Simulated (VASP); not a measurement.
An input for Ansatz (written as the equivalent of a VASP run, and not itself run):

Ansatz 0.2 input:
```yaml
crystal:
  lattice:
    - [0.0000000, 2.6717726, 2.6717726]
    - [2.6717726, 0.0000000, 2.6717726]
    - [2.6717726, 2.6717726, 0.0000000]
  atoms:
    - { symbol: Ga, position: [0.0000000, 0.0000000, 0.0000000] }
    - { symbol: Sb, position: [0.5000000, 0.5000000, 0.5000000] }
kpoints:
  mp_grid: { grid: [12, 12, 12] }
hamiltonian:
  xc: pbesol
  pseudopotentials: { kind: paw }
scf:
  occupations: { method: methfessel_paxton, width: 0.1 }
  max_iter: 100
relax:
  max_steps: 40
  f_tol: 0.02
  cell: { p_target: 30 }
output: { forces: true, stress: true, eigenvalues: true }
```

Problem. Write the VASP files for the same calculation (PBEsol).

Solution. This is not unique; one that fits is 
**POSCAR**
```
GaSb
1
    0.0000000000     2.6717725541     2.6717725541
    2.6717725541     0.0000000000     2.6717725541
    2.6717725541     2.6717725541     0.0000000000
Ga Sb
1 1
Direct
  0.0000000000   0.0000000000   0.0000000000
  0.5000000000   0.5000000000   0.5000000000
```

### INCAR
```
SYSTEM=GaSb
PREC=Accurate; ENCUT=500; LREAL=.FALSE.
LASPH=.TRUE.
EDIFF=1E-6; NELM=100; ALGO=Normal
LMAXMIX=4
ISMEAR=1; SIGMA=0.1
GGA=PS
IBRION=2; NSW=40; ISIF=3
EDIFFG=-0.02; PSTRESS=300
LWAVE=.FALSE.; LCHARG=.FALSE.
```

### KPOINTS
```
Automatic mesh
0
Gamma
12 12 12
0 0 0
```

POTCAR, in this order: Ga_d Sb (PBE.64 set). Program: vasp_std.

Limits of the translation: each code has its own PAW files, so the cut-off isn't converted (ENCUT is set for VASP's; basis.ecutwfc is left out, and Ansatz then takes the one that its files recommend); Ansatz stops its SCF on the density residual and VASP on the energy change (EDIFF).

The structure was generated: GaSb was put into the rock salt type (Fm-3m), which need not be its known phase. This run relaxes it under an external pressure of 30 GPa. Symmetry was kept, so distortions that lower it aren't found.
